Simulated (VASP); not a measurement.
Output of a VASP run:

**OSZICAR**
```
       N       E                     dE             d eps       ncg     rms          rms(c)
DAV:   1     0.157258769283E+03    0.15726E+03   -0.11263E+04  2582   0.201E+03
DAV:   2    -0.325687830517E+01   -0.16052E+03   -0.15719E+03  2660   0.405E+02
DAV:   3    -0.100287057755E+02   -0.67718E+01   -0.67319E+01  3157   0.897E+01
DAV:   4    -0.101476616316E+02   -0.11896E+00   -0.11893E+00  3149   0.111E+01
DAV:   5    -0.101522798805E+02   -0.46182E-02   -0.46182E-02  3659   0.193E+00    0.952E+00
DAV:   6    -0.987050988133E+01    0.28177E+00   -0.79180E-01  2905   0.128E+01    0.431E+00
DAV:   7    -0.981491155532E+01    0.55598E-01   -0.97501E-02  3338   0.730E+00    0.201E+00
DAV:   8    -0.980317281649E+01    0.11739E-01   -0.22371E-02  3171   0.167E+00    0.515E-01
DAV:   9    -0.980185144520E+01    0.13214E-02   -0.24721E-03  3248   0.975E-01    0.763E-02
DAV:  10    -0.980183656662E+01    0.14879E-04   -0.62924E-05  3521   0.155E-01    0.276E-02
DAV:  11    -0.980183665372E+01   -0.87099E-07   -0.41132E-06  2785   0.227E-02
   1 F= -.59615123E+01 E0= -.59615137E+01  d E =-.596151E+01
```

**OUTCAR**
```
------------------------ aborting loop because EDIFF is reached ----------------------------------------
  FORCE on cell =-STRESS in cart. coord.  units (eV):
  Direction    XX          YY          ZZ          XY          YZ          ZX
  --------------------------------------------------------------------------------------
  Total        3.8544524      3.8544524      3.8544524     -0.0000000      0.0000000     -0.0000000
  in kB      200.7357742    200.7357742    200.7357742     -0.0000000      0.0000000     -0.0000000
  external PRESSURE =       0.7357742 kB  Pullay stress =     200.0000000 kB
  volume of cell :       30.76
      direct lattice vectors                 reciprocal lattice vectors
     3.133402333  0.000000000  0.000000000     0.319141908  0.000000000  0.000000000
     0.000000000  3.133402333  0.000000000     0.000000000  0.319141908  0.000000000
     0.000000000  0.000000000  3.133402333     0.000000000  0.000000000  0.319141908
 POSITION                                       TOTAL-FORCE (eV/Angst)
 -----------------------------------------------------------------------------------
      1.56670      1.56670      1.56670         0.000000      0.000000      0.000000
      0.00000      0.00000      0.00000         0.000000      0.000000      0.000000
 -----------------------------------------------------------------------------------
    total drift:                                0.000000      0.000000     -0.000000
  FREE ENERGIE OF THE ION-ELECTRON SYSTEM (eV)
  ---------------------------------------------------
  free  energy   TOTEN  =        -9.8018366537 eV

  energy  without entropy=       -9.8018406904  energy(sigma->0) =       -9.80183800
  enthalpy is  TOTEN    =        -5.9615123499 eV   P V=        3.8403243038

 reached required accuracy - stopping structural energy minimisation
```
(Selected blocks of OUTCAR.)

**POSCAR**
```
PdIn
1
    3.1334023334     0.0000000000     0.0000000000
   -0.0000000000     3.1334023334     0.0000000000
   -0.0000000000    -0.0000000000     3.1334023334
In Pd
1 1
Direct
  0.5000000000   0.5000000000   0.5000000000
  0.0000000000   0.0000000000   0.0000000000
```

Question: Reconstruct the remaining input files.

Answer: This is not unique; one that fits is the input of the run itself, PBEsol GGA, plane waves, VASP's PBE PAW potentials (set 64).

INCAR:
```
SYSTEM = PdIn
PREC = Accurate; ENCUT = 500; LREAL = F
LASPH = T
EDIFF = 1E-6; NELM = 100; ALGO = Normal
LMAXMIX = 4
ISMEAR = 1; SIGMA = 0.1
GGA = PS
IBRION = 2; NSW = 40; ISIF = 3
EDIFFG = -0.02; PSTRESS = 200
LWAVE = F; LCHARG = F
```

### KPOINTS
```
K-points
0
G
  12 12 12
0 0 0
```

POTCAR, in this order: In_d Pd (PBE.64 set). Program: vasp_std.

The compound is PdIn in the CsCl type structure. It was relaxed first under an external pressure of 20 GPa. The electron count is odd and the run is not spin-polarised, which forces a metal.
